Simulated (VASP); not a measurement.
Output of a VASP run:

File OUTCAR:
```
 ion  position               nearest neighbor table
   1  0.250  0.750  0.500-   2 3.03   2 3.03   2 3.03   2 3.03
   2  0.000  0.000  0.000-   1 3.03   1 3.03   1 3.03   1 3.03
  LATTYP: Found a body centered tetragonal cell.
 ALAT       =     5.8415472410
 C/A-ratio  =     0.5437468572
 Subroutine PRICEL returns:
 Original cell was already a primitive cell.
 Subroutine GETGRP returns: Found 16 space group operations
The static configuration has the point symmetry D_2d.
 The point group associated with its full space group is D_4h.
The dynamic configuration has the point symmetry D_2d.
 Subroutine INISYM returns: Found 16 space group operations
 Subroutine IBZKPT returns following result:
 Found    288 irreducible k-points:

 Following reciprocal coordinates:
            Coordinates               Weight
  0.000000  0.000000  0.000000      1.000000
  0.066667 -0.000000  0.000000      8.000000
  0.133333  0.000000  0.000000      8.000000
  0.200000  0.000000 -0.000000      8.000000
  0.266667  0.000000  0.000000      8.000000
  0.333333 -0.000000  0.000000      8.000000
  0.400000  0.000000 -0.000000      8.000000
  0.466667 -0.000000  0.000000      8.000000
  0.066667  0.066667  0.000000      8.000000
  0.133333  0.066667  0.000000     16.000000
  0.200000  0.066667  0.000000     16.000000
  0.266667  0.066667  0.000000     16.000000
  0.333333  0.066667  0.000000     16.000000
  0.400000  0.066667  0.000000     16.000000
  0.466667  0.066667  0.000000     16.000000
 -0.466667  0.066667  0.000000     16.000000
 -0.400000  0.066667  0.000000     16.000000
 -0.333333  0.066667  0.000000     16.000000
 -0.266667  0.066667 -0.000000     16.000000
 -0.200000  0.066667  0.000000     16.000000
 -0.133333  0.066667 -0.000000     16.000000
 -0.066667  0.066667 -0.000000      4.000000
  0.133333  0.133333  0.000000      8.000000
  0.200000  0.133333  0.000000     16.000000
  0.266667  0.133333  0.000000     16.000000
  0.333333  0.133333  0.000000     16.000000
  0.400000  0.133333  0.000000     16.000000
  0.466667  0.133333  0.000000     16.000000
 -0.466667  0.133333 -0.000000     16.000000
 -0.400000  0.133333 -0.000000     16.000000
 -0.333333  0.133333  0.000000     16.000000
 -0.266667  0.133333  0.000000     16.000000
 -0.200000  0.133333  0.000000     16.000000
 -0.133333  0.133333  0.000000      4.000000
  0.200000  0.200000 -0.000000      8.000000
  0.266667  0.200000  0.000000     16.000000
  0.333333  0.200000  0.000000     16.000000
  0.400000  0.200000  0.000000     16.000000
  0.466667  0.200000  0.000000     16.000000
 -0.466667  0.200000 -0.000000     16.000000
   k-points           NKPTS =    288   k-points in BZ     NKDIM =    288   number of bands    NBANDS=     18
   number of dos      NEDOS =    601   number of ions     NIONS =      2
   total plane-waves  NPLWV =  46656
   dimension x,y,z NGX =    36 NGY =   36 NGZ =   36
   dimension x,y,z NGXF=    72 NGYF=   72 NGZF=   72
   ions per type =               2
   PREC   = accura    normal or accurate (medium, high low for compatibility)
   ISTART =      0    job   : 0-new  1-cont  2-samecut
   ICHARG =      2    charge: 1-file 2-atom 10-const
   ISPIN  =      1    spin polarized calculation?
   LNONCOLLINEAR =      F non collinear calculations
   LSORBIT =      F    spin-orbit coupling
   INIWAV =      1    electr: 0-lowe 1-rand  2-diag
   ENCUT  =  520.0 eV  38.22 Ry    6.18 a.u.   8.23  8.23  8.23*2*pi/ulx,y,z
   NELM   =    100;   NELMIN=  2; NELMDL= -5     # of ELM steps
   EDIFF  = 0.1E-06   stopping-criterion for ELM
   LREAL  =      F    real-space projection
   NLSPLINE    = F    spline interpolate recip. space projectors
   LMAXMIX     =    4 max onsite mixed and CHGCAR
   VOSKOWN=      0    Vosko Wilk Nusair interpolation
   EDIFFG = 0.1E-05   stopping-criterion for IOM
   NSW    =      0    number of steps for IOM
...
```

OSZICAR:
```
       N       E                     dE             d eps       ncg     rms          rms(c)
DAV:   1     0.209506732992E+03    0.20951E+03   -0.15067E+04 10382   0.243E+03
DAV:   2     0.165546155659E+02   -0.19295E+03   -0.19091E+03 10380   0.450E+02
DAV:   3    -0.107161825682E+01   -0.17626E+02   -0.17469E+02 11908   0.140E+02
DAV:   4    -0.159751646893E+01   -0.52590E+00   -0.52436E+00 11920   0.263E+01
DAV:   5    -0.161779449458E+01   -0.20278E-01   -0.20267E-01 13938   0.474E+00    0.233E+00
DAV:   6    -0.159704951533E+01    0.20745E-01   -0.43268E-02 13408   0.327E+00    0.128E+00
DAV:   7    -0.159206297396E+01    0.49865E-02   -0.24269E-02 13468   0.238E+00    0.179E-01
DAV:   8    -0.159193021732E+01    0.13276E-03   -0.22690E-03 11990   0.709E-01    0.355E-02
DAV:   9    -0.159192957717E+01    0.64014E-06   -0.64584E-05 13106   0.867E-02    0.139E-02
DAV:  10    -0.159192363893E+01    0.59382E-05   -0.81798E-06 12710   0.399E-02    0.215E-03
DAV:  11    -0.159192459230E+01   -0.95337E-06   -0.37459E-07 10084   0.848E-03    0.122E-03
DAV:  12    -0.159192450244E+01    0.89862E-07   -0.71720E-08  5710   0.329E-03
   1 F= -.15919245E+01 E0= -.15919245E+01  d E =0.000000E+00
```

File OUTCAR:
```
------------------------ aborting loop because EDIFF is reached ----------------------------------------
  FORCE on cell =-STRESS in cart. coord.  units (eV):
  Direction    XX          YY          ZZ          XY          YZ          ZX
  --------------------------------------------------------------------------------------
  Total        0.0345077      0.0345077     -0.0646516      0.0000000     -0.0000000      0.0000000
  in kB        1.0201786      1.0201786     -1.9113477      0.0000000     -0.0000000      0.0000000
  external PRESSURE =       0.0430032 kB  Pullay stress =       0.0000000 kB
  volume of cell :       54.19
      direct lattice vectors                 reciprocal lattice vectors
    -2.920773620  2.920773620  1.588161477     0.000000000  0.171187523  0.314829447
     2.920773620 -2.920773620  1.588161477     0.171187523  0.000000000  0.314829447
     2.920773620  2.920773620 -1.588161477     0.171187523  0.171187523  0.000000000
 POSITION                                       TOTAL-FORCE (eV/Angst)
 -----------------------------------------------------------------------------------
      2.92077      0.00000      0.79408         0.000000     -0.000000      0.000000
      0.00000      0.00000      0.00000        -0.000000      0.000000     -0.000000
 -----------------------------------------------------------------------------------
    total drift:                               -0.000000     -0.000000      0.000000
  FREE ENERGIE OF THE ION-ELECTRON SYSTEM (eV)
  ---------------------------------------------------
  free  energy   TOTEN  =        -1.5919245024 eV

  energy  without entropy=       -1.5919245024  energy(sigma->0) =       -1.59192450

 total charge

# of ion       s       p       d       tot
------------------------------------------
    1        1.232   1.021   9.976  12.229
    2        1.232   1.021   9.976  12.229
--------------------------------------------------
tot          2.464   2.041  19.953  24.458
```
(Selected blocks of OUTCAR.)

### POSCAR
```
Sn
1
   -2.9207736205     2.9207736205     1.5881614766
    2.9207736205    -2.9207736205     1.5881614766
    2.9207736205     2.9207736205    -1.5881614766
Sn
2
Direct
  0.2500000000   0.7500000000   0.5000000000
  0.0000000000   0.0000000000   0.0000000000
```

### Question
Reconstruct the remaining input files.

### Answer
One answer among several that fit: the input of the run itself, vdW-DF-cx, plane waves, VASP's PBE PAW potentials (set 64).

**KPOINTS**
```
Automatic mesh
0
Gamma
15 15 15
0 0 0
```

**INCAR**
```
! general
SYSTEM  =Sn
PREC    =Accurate
ENCUT   =520
LREAL   =F
LASPH   =T

! electronic loop
EDIFF   =1E-7
NELM    =100
ALGO    =Normal
LMAXMIX =4

! smearing
ISMEAR  =-5

! functional
GGA     =CX
LUSE_VDW=T
AGGAC   =0.0

! ions
ISIF    =2

! output
LWAVE   =F
LCHARG  =T
LORBIT  =11
NEDOS   =601
```

POTCAR, in this order: Sn_d (PBE.64 set). Program: vasp_std.

For a metal the tetrahedron method with Blöchl corrections gives inexact stress and forces.

The compound is Sn in the beta structure. It was relaxed first.
